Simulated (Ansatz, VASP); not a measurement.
# Si2BO3 in VASP and in Ansatz

```
CELL_PARAMETERS angstrom
3.86802 0.00000 0.00000
0.00000 3.86802 0.00000
0.00000 0.00000 4.85957
ATOMIC_POSITIONS crystal
Si 0.50000 0.00000 0.57861
Si 0.00000 0.50000 0.57861
B 0.50000 0.50000 0.87522
O 0.00000 0.00000 0.48349
O 0.50000 0.00000 0.92013
O 0.00000 0.50000 0.92013
```

Alike in both runs: functional PBE; k mesh 10 × 10 × 8; occupations gaussian, width 0.1 eV; no spin polarisation.

Ansatz relaxed the structure, and its values are those at the end. VASP's run is a single point on that final structure, the one shown.

```csv
,VASP,Ansatz
version,VASP 6.6.1,Ansatz 0.2.0
potentials or method,"VASP PAW PBE potentials, release 64 (Si, B, O)","scalar-relativistic, plane waves, PAW"
plane-wave cutoff (eV),520,420
valence electrons in the cell,29,29
```

|  | VASP | Ansatz | Ansatz less VASP |
| --- | --- | --- | --- |
| gap on the k mesh at the Fermi level (eV) | none | none | - |
| pressure (GPa) | 0.2 | 0.0 | -0.23 |
| rms of the force components (eV/Å) | 0.054 | 0.002 | -0.0529 |

A gap of «none» marks a metal or a gap that the smearing closes. With one functional, cell and mesh, what is left measures potentials, basis and numerics.

Caveats: an odd number of electrons without spin polarisation forces a metal; a magnetic or distorted state may lie lower.
